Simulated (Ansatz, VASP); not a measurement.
# Ba7Si17O41 (glassy 71SiO2-29BaO (mol %)) in two plane-wave programs

Aim: how closely do two programs agree when they are given the same cell, functional and k mesh? Of the first pair: The structure shown is the start of the Ansatz relaxation below; VASP solves that cell, so the two are compared at the walk's first step.

Calculated with Ansatz 0.2.0; plane waves, with VASP 6.6.1 beside it; single point at PBE.

## (1) Set-up

The cell holds 65 atoms: 17 Si, 7 Ba and 41 O. Its edges and angles: a = 10.034 Å, b = 10.034 Å, c = 10.034 Å, α = 90.0°, β = 90.0°, γ = 90.0°. As first built, before any earlier steps moved the atoms (in the runner's words): 65 atoms (17 Si, 7 Ba, 41 O) placed at random at 3.34 g/cm^3, melted at 4000 K for 10 ps at fixed volume with the Morse and Coulomb pair potential with partial charges (Pedone, Malavasi, Menziani, Cormack and Segre, J. Phys. Chem. B 110, 11780 (2006)). Quenched from 4000 K to 300 K at 100 K/ps and fixed volume, held 10 ps at zero pressure.

## (2) Ansatz: relaxation, PBE

Ansatz runs on its default PAW (the set named soft_2) files.

The two programs are compared at the cell with which this relaxation starts, whose forces are those of its first step.

File input.yaml:

```yaml
crystal:
  lattice:
    - [10.03371, 0.0, 0.0]
    - [0.0, 10.03371, 0.0]
    - [0.0, 0.0, 10.03371]
  atoms:
    - { symbol: Si, position: [0.11357, 0.99035, 0.42734] }
    - { symbol: Si, position: [0.4902, 0.21022, 0.30384] }
    - { symbol: Si, position: [0.25095, 0.2477, 0.52964] }
    - { symbol: Si, position: [0.0467, 0.48182, 0.54924] }
    - { symbol: Si, position: [0.54821, 0.71713, 0.21064] }
    - { symbol: Si, position: [0.96962, 0.06284, 0.90884] }
    - { symbol: Si, position: [0.91392, 0.34984, 0.3108] }
    - { symbol: Si, position: [0.28025, 0.8308, 0.6367] }
    - { symbol: Si, position: [0.33618, 0.2511, 0.05704] }
    - { symbol: Si, position: [0.71901, 0.49058, 0.10124] }
    - { symbol: Si, position: [0.70752, 0.21737, 0.95245] }
    - { symbol: Si, position: [0.30381, 0.75517, 0.03465] }
    - { symbol: Si, position: [0.16739, 0.01213, 0.12585] }
    - { symbol: Si, position: [0.54347, 0.6739, 0.53184] }
    - { symbol: Si, position: [0.8237, 0.05501, 0.40665] }
    - { symbol: Si, position: [0.27685, 0.10702, 0.79791] }
    - { symbol: Si, position: [0.63683, 0.99748, 0.17784] }
    - { symbol: Ba, position: [0.94289, 0.72832, 0.25714] }
    - { symbol: Ba, position: [0.34876, 0.48686, 0.78065] }
    - { symbol: Ba, position: [0.60452, 0.93869, 0.76737] }
    - { symbol: Ba, position: [0.70333, 0.34309, 0.58931] }
    - { symbol: Ba, position: [0.29533, 0.51108, 0.29004] }
    - { symbol: Ba, position: [0.04212, 0.45576, 0.97876] }
    - { symbol: Ba, position: [0.91591, 0.73325, 0.72655] }
    - { symbol: O, position: [0.73105, 0.06742, 0.536] }
    - { symbol: O, position: [0.26638, 0.91969, 0.03454] }
    - { symbol: O, position: [0.19863, 0.73442, 0.71687] }
    - { symbol: O, position: [0.86822, 0.18849, 0.93292] }
    - { symbol: O, position: [0.61152, 0.85281, 0.13558] }
    - { symbol: O, position: [0.88153, 0.95908, 0.83365] }
    - { symbol: O, position: [0.65951, 0.09836, 0.05295] }
    - { symbol: O, position: [0.01437, 0.47569, 0.705] }
    - { symbol: O, position: [0.92657, 0.4098, 0.46817] }
    - { symbol: O, position: [0.28986, 0.21636, 0.67806] }
    - { symbol: O, position: [0.61182, 0.28652, 0.36149] }
    - { symbol: O, position: [0.05667, 0.62325, 0.47693] }
    - { symbol: O, position: [0.41554, 0.77459, 0.58211] }
    - { symbol: O, position: [0.4002, 0.70326, 0.92606] }
    - { symbol: O, position: [0.64644, 0.22652, 0.81043] }
    - { symbol: O, position: [0.15943, 0.69892, 0.06104] }
    - { symbol: O, position: [0.36806, 0.23664, 0.42084] }
    - { symbol: O, position: [0.20363, 0.90507, 0.52274] }
    - { symbol: O, position: [0.51704, 0.05796, 0.27053] }
    - { symbol: O, position: [0.5984, 0.5838, 0.15404] }
    - { symbol: O, position: [0.80131, 0.5812, 0.00276] }
    - { symbol: O, position: [0.15414, 0.9646, 0.27634] }
    - { symbol: O, position: [0.0544, 0.37624, 0.25085] }
    - { symbol: O, position: [0.28756, 0.40001, 0.02146] }
    - { symbol: O, position: [0.12395, 0.10637, 0.84477] }
    - { symbol: O, position: [0.17681, 0.38871, 0.52842] }
    - { symbol: O, position: [0.57809, 0.71881, 0.36979] }
    - { symbol: O, position: [0.38654, 0.73058, 0.1851] }
    - { symbol: O, position: [0.44554, 0.27381, 0.17185] }
    - { symbol: O, position: [0.32642, 0.96804, 0.74277] }
    - { symbol: O, position: [0.95514, 0.96452, 0.4426] }
    - { symbol: O, position: [0.02307, 0.00619, 0.05228] }
    - { symbol: O, position: [0.47524, 0.53488, 0.53714] }
    - { symbol: O, position: [0.87687, 0.19634, 0.34269] }
    - { symbol: O, position: [0.36521, 0.17315, 0.9147] }
    - { symbol: O, position: [0.82124, 0.45128, 0.21825] }
    - { symbol: O, position: [0.22248, 0.1579, 0.12429] }
    - { symbol: O, position: [0.75756, 0.98416, 0.28035] }
    - { symbol: O, position: [0.14666, 0.14254, 0.4852] }
    - { symbol: O, position: [0.67479, 0.35781, 0.03018] }
    - { symbol: O, position: [0.67314, 0.687, 0.62028] }
kpoints:
  mp_grid: { grid: [1, 1, 1] }
hamiltonian:
  xc: pbe
scf:
  occupations: { method: fixed }
output:
  forces: true
relax:
  f_tol: 0.05
  max_steps: 150
  cell: {}
```

Started as:

```sh
ansatz run input.yaml --threads 4 --pin off --max-ram 8192MiB --backend cpu --events-out ev --progress --plain --runs-dir out
```

Numbers of over 12 decimals in the logs are rounded to 6 here.

The program printed:

```text
Engine: ansatz 0.2.0, aarch64-unknown-linux-gnu
Pseudopotentials: kind: paw
Pseudopotential: Si, paw, valence charge 4, recommended cutoff 420 eV (normal), Si.paw.azcp
Pseudopotential: Ba, paw, valence charge 10, recommended cutoff 420 eV (normal), Ba.paw.azcp
Pseudopotential: O, paw, valence charge 6, recommended cutoff 420 eV (normal), O.paw.azcp
Functional definition: PBE
  parameter kappa = 0.804
  parameter beta = 0.066725
  exchange = pbe_x(kappa = kappa, mu = beta*pi^2/3)
  correlation = pbe_c(beta = beta)
Crystal: 65 atoms, lattice volume = 1010.147 Å³
Basis set: ecut = 420 eV, 19837 PW (Γ), exchange–correlation on 144×144×144 points (8 copies of the dense FFT grid, shifted against one another)
Bands: 257, of which v1, the nominal top of the filled ones, is band 192 counted from 1 (191 counted from 0)
Symmetry: 1 space group operations
Space group: P1 (ITA 1), of the structure as read, at distance tolerance 1.0e-4 Å
k-points: 1
Non-local potential: Si, projectors of the file, l = 0: 2, l = 1: 2, l = 2: 2
Non-local potential: Ba, projectors of the file, l = 0: 3, l = 1: 2, l = 2: 2, l = 3: 2
Non-local potential: O, projectors of the file, l = 0: 2, l = 1: 2, l = 2: 1
PAW form: soft (Blöchl's): semilocal exchange-correlation on the pseudo side does not see the compensation charge
PAW one-centre angular grid: Si, 110 points (default); XC on 64 Gauss nodes
PAW one-centre angular grid: Ba, 194 points (default); XC on 64 Gauss nodes
PAW one-centre angular grid: O, 110 points (default); XC on 64 Gauss nodes
Initial density: superposition of atomic densities (neutral atoms: chi_scale 0, normalization atom), corrected by the library's trained network
Initial wavefunctions: pseudopotential atomic-orbital guess
Functional: x = pbe(κ = 0.804, μ = 0.219515), c = pbe(β = 0.066725)
SCF iter   1: F=—  HF=-75795.031101 eV  |F-HF|=—  |Δ(HF+E_count)|=         —  Δρ=1.99e-3  dr2=3.81e-2  ethr=1.77e-3  ⟨swp⟩=7.0  Hψ=938  notcnv=0  defer=61
preconditioner: auto → Resta (q_TF=auto, 2.322 Å⁻¹)  ε∞=3.2  [insulator: Δε(μ)=3.645 eV  Ē_g=15.046 eV  n_scr=202 (ndim 8)  ℏωp=22.5 eV  f_vac=0.122  ε∞_Penn≈3.2]
SCF iter   2: F=—  HF=-75795.037554 eV  |F-HF|=—  |Δ(HF+E_count)|=   6.45e-3  Δρ=1.03e-3  dr2=8.83e-3  ethr=9.92e-6  ⟨swp⟩=4.0  Hψ=429  notcnv=0  defer=63
SCF iter   3: F=—  HF=-75795.041148 eV  |F-HF|=—  |Δ(HF+E_count)|=   3.59e-3  Δρ=4.82e-4  dr2=2.61e-3  ethr=2.30e-6  ⟨swp⟩=3.0  Hψ=358  notcnv=0  defer=54
automatic band count: iteration 3 solves 248 bands in place of 257: the levels show a gap, and the empty bands left out lie too high to hold charge; the band table lists the bands solved (type scf.n_extra_bands for more)
SCF iter   4: F=—  HF=-75795.041578 eV  |F-HF|=—  |Δ(HF+E_count)|=   4.30e-4  Δρ=1.20e-4  dr2=1.84e-4  ethr=6.79e-7  ⟨swp⟩=2.0  Hψ=357  notcnv=0  defer=54
SCF iter   5: F=—  HF=-75795.041658 eV  |F-HF|=—  |Δ(HF+E_count)|=   8.01e-5  Δρ=6.68e-5  dr2=4.39e-5  ethr=4.78e-8  ⟨swp⟩=2.0  Hψ=349  notcnv=0  defer=54
SCF iter   6: F=—  HF=-75795.043090 eV  |F-HF|=—  |Δ(HF+E_count)|=   1.43e-3  Δρ=2.28e-5  dr2=4.72e-6  ethr=1.14e-8  ⟨swp⟩=2.0  Hψ=400  notcnv=0  defer=54
SCF iter   7: F=—  HF=-75795.043092 eV  |F-HF|=—  |Δ(HF+E_count)|=   2.11e-6  Δρ=9.51e-6  dr2=8.36e-7  ethr=1.23e-9  ⟨swp⟩=2.0  Hψ=355  notcnv=0  defer=54
SCF iter   8: F=—  HF=-75795.043093 eV  |F-HF|=—  |Δ(HF+E_count)|=   5.39e-7  Δρ=5.42e-6  dr2=2.60e-7  ethr=2.18e-10  ⟨swp⟩=2.0  Hψ=355  notcnv=0  defer=54
SCF iter   9: F=-75795.043093 eV  HF=-75795.043093 eV  |F-HF|=1.59e-8  |Δ(HF+E_count)|=   5.93e-8  Δρ=1.17e-6  dr2=1.43e-8  ethr=2.60e-11  ⟨swp⟩=4.0  Hψ=794  notcnv=0
SCF 1 converged in 9 iterations: F = -75795.043093 eV  dr2 = 1.43e-8
  greatest PAW one-centre occupation: 0.955 electrons in one spin orbital (limit 2), on the Ba atom at site 20 (counted from 0), in its partial waves of l = 0
relax step   1: F+E_penalty+E_count = -75795.04309297 eV  Δ(F+E_penalty+E_count) = +0.000e0 eV  max|allowed force component| = 5.041e0 eV/Å  Δτ_max = 0.0000 Å  P = +4.999 GPa  Ω = 1010.147 Å³  (9 SCF iters, dr2 threshold 1.00e-7 eV, accepted)
Crystal: 65 atoms, lattice volume = 1008.132 Å³
Basis set: ecut = 420 eV, 19713 PW (Γ), exchange–correlation on 144×144×144 points (8 copies of the dense FFT grid, shifted against one another)
Initial density: handed on by an earlier stage of this run
Initial wavefunctions: those handed on with the density
iter 1 solved again at ethr=2.11e-4 eV; its pass at ethr=3.10e-3 eV (dr2=8.09e-1 eV) is discarded
SCF iter   1: F=—  HF=-75798.405852 eV  |F-HF|=—  |Δ(HF+E_count)|=         —  Δρ=7.92e-3  dr2=8.09e-1  ethr=2.11e-4  ⟨swp⟩=1.0  Hψ=1050  notcnv=0  defer=53
automatic band count: iteration 1 solves 248 bands in place of 257: the levels show a gap, and the empty bands left out lie too high to hold charge; the band table lists the bands solved (type scf.n_extra_bands for more)
[...]
atom  13  Si    -0.01142712    -0.01399658    -0.00755180
  atom  14  Si    -0.00513405    -0.00537738     0.01658946
  atom  15  Si    -0.00740019     0.00578220    -0.00587887
  atom  16  Si    -0.02587166     0.00568582     0.00013299
  atom  17  Si    -0.00219436     0.00729691    -0.00240885
  atom  18  Ba     0.01310374    -0.00419978    -0.01382260
  atom  19  Ba     0.00275185     0.00348397     0.00065143
  atom  20  Ba     0.01668021    -0.01162067     0.00328545
  atom  21  Ba    -0.00476558     0.00710047     0.00600433
  atom  22  Ba    -0.01011502    -0.00025386     0.00739454
  atom  23  Ba    -0.00896275     0.00755836     0.00609136
  atom  24  Ba    -0.01421829     0.00349083     0.03015385
  atom  25  O      0.00324970     0.00093893     0.00336711
  atom  26  O     -0.00080581     0.00274372    -0.00001194
  atom  27  O      0.00525769     0.00945403    -0.00586807
  atom  28  O     -0.00007772     0.00781310    -0.00019647
  atom  29  O      0.00229730    -0.00357638     0.00202128
  atom  30  O      0.00572980     0.00626031    -0.00250252
  atom  31  O     -0.00164962    -0.00634230     0.00119688
  atom  32  O     -0.00221066     0.00244562    -0.01356089
  atom  33  O     -0.00541619    -0.00089492    -0.00230347
  atom  34  O     -0.00041043    -0.00381444     0.00316485
  atom  35  O     -0.01135024     0.00054303    -0.01058846
  atom  36  O     -0.00745713     0.00630484     0.00023603
[...]
atom  58  O     -0.00257290    -0.00068318    -0.00130129
  atom  59  O      0.00269689    -0.00398204     0.00031715
  atom  60  O     -0.00597152     0.00272170     0.00860044
  atom  61  O     -0.00049631     0.00982576    -0.00474808
  atom  62  O      0.00238409     0.00063660     0.00157151
  atom  63  O     -0.00411048    -0.00352701     0.00136092
  atom  64  O     -0.00125300     0.00314616    -0.00233846
  atom  65  O     -0.00415698    -0.00138314    -0.00762024
  max |Σ_I F_I| component: 1.74e-5 eV/Å
--- Stress (GPa, compression-positive) ---
       -0.003760       0.011828       0.008961
        0.011829      -0.001207      -0.003520
        0.008961      -0.003522       0.006959
  P = ⅓ Tr σ = 0.0007 GPa (0.007 kbar)
--- Relaxed structure (18 steps of the walk, 16 accepted, 3 SCFs on fresh bases) ---
  F+E_penalty+E_count = -75802.30051322 eV   max|allowed force component| = 3.015e-2 eV/Å   (the final SCF, on the basis selected at the relaxed cell)
  cell:  # Å, volume = 1051.0290 Å³
    - [10.340839, 0.264522, 0.229554]
    - [0.264522, 10.261849, 0.167446]
    - [0.229554, 0.167446, 9.918693]
  atoms:
    - { symbol: Si, position: [0.098247, 0.998804, 0.439816] }
    - { symbol: Si, position: [0.459635, 0.206664, 0.297310] }
    - { symbol: Si, position: [0.225530, 0.235553, 0.508333] }
    - { symbol: Si, position: [0.040769, 0.477651, 0.535517] }
    - { symbol: Si, position: [0.555263, 0.716396, 0.226748] }
    - { symbol: Si, position: [0.974232, 0.048658, 0.900716] }
    - { symbol: Si, position: [0.918607, 0.344453, 0.322507] }
    - { symbol: Si, position: [0.294736, 0.841889, 0.637115] }
    - { symbol: Si, position: [0.307650, 0.240838, 0.030095] }
    - { symbol: Si, position: [0.737512, 0.485519, 0.132796] }
    - { symbol: Si, position: [0.726646, 0.215738, 0.963630] }
    - { symbol: Si, position: [0.312430, 0.759453, 0.076382] }
    - { symbol: Si, position: [0.157368, 0.00964557, 0.121865] }
    - { symbol: Si, position: [0.576152, 0.707027, 0.549375] }
    - { symbol: Si, position: [0.822632, 0.059200, 0.409542] }
    - { symbol: Si, position: [0.263188, 0.106953, 0.780626] }
    - { symbol: Si, position: [0.648261, 0.993837, 0.190948] }
    - { symbol: Ba, position: [0.952336, 0.730088, 0.224372] }
    - { symbol: Ba, position: [0.365517, 0.543650, 0.794779] }
    - { symbol: Ba, position: [0.629333, 0.975806, 0.750506] }
    - { symbol: Ba, position: [0.670434, 0.344601, 0.563416] }
    - { symbol: Ba, position: [0.271376, 0.488289, 0.253477] }
    - { symbol: Ba, position: [0.013591, 0.407691, 0.949272] }
    - { symbol: Ba, position: [0.957568, 0.753363, 0.667668] }
    - { symbol: O, position: [0.719128, 0.090065, 0.528270] }
    - { symbol: O, position: [0.282001, 0.920802, 0.070208] }
    - { symbol: O, position: [0.216923, 0.729664, 0.713011] }
    - { symbol: O, position: [0.888628, 0.184278, 0.944989] }
    - { symbol: O, position: [0.618511, 0.845496, 0.146685] }
    - { symbol: O, position: [0.893732, 0.953884, 0.817951] }
    - { symbol: O, position: [0.676290, 0.086459, 0.055823] }
    - { symbol: O, position: [0.019576, 0.496488, 0.695643] }
    - { symbol: O, position: [0.927763, 0.381954, 0.484410] }
    - { symbol: O, position: [0.287755, 0.214747, 0.656558] }
    - { symbol: O, position: [0.527556, 0.320109, 0.364679] }
    - { symbol: O, position: [0.042571, 0.611225, 0.443909] }
    - { symbol: O, position: [0.441365, 0.805107, 0.577074] }
    - { symbol: O, position: [0.403399, 0.712657, 0.952274] }
    - { symbol: O, position: [0.661044, 0.223935, 0.821447] }
    - { symbol: O, position: [0.177931, 0.686119, 0.112441] }
    - { symbol: O, position: [0.319804, 0.187123, 0.383427] }
    - { symbol: O, position: [0.197402, 0.900641, 0.518233] }
    - { symbol: O, position: [0.530345, 0.060117, 0.283488] }
    - { symbol: O, position: [0.604121, 0.578043, 0.156977] }
    - { symbol: O, position: [0.849077, 0.571671, 0.061506] }
    - { symbol: O, position: [0.124564, 0.976404, 0.280176] }
    - { symbol: O, position: [0.039053, 0.384299, 0.227251] }
    - { symbol: O, position: [0.260907, 0.387221, -0.012522] }
[...]
- { symbol: O, position: [0.882181, 0.188973, 0.331050] }
    - { symbol: O, position: [0.355303, 0.153927, 0.898007] }
    - { symbol: O, position: [0.783514, 0.429523, 0.282727] }
    - { symbol: O, position: [0.184308, 0.163502, 0.099773] }
    - { symbol: O, position: [0.776513, 0.971815, 0.282926] }
    - { symbol: O, position: [0.101921, 0.144792, 0.498639] }
    - { symbol: O, position: [0.714645, 0.355050, 0.043337] }
    - { symbol: O, position: [0.697053, 0.768133, 0.618651] }
```

[end of part 1 of 3]

[Lines on the potential files, build, host, timing and source positions are cut from VASP's logs without a mark.]

[Logs are printed without paths, hosts, clocks, repeated set-up lines and the standing remarks that a program may print on its own settings, such as how far it seeks lower states.]

[Hosts, paths, dates, database ids (printed as entryN), source tags and the programs' standing remarks are cut or masked in the printed files.]
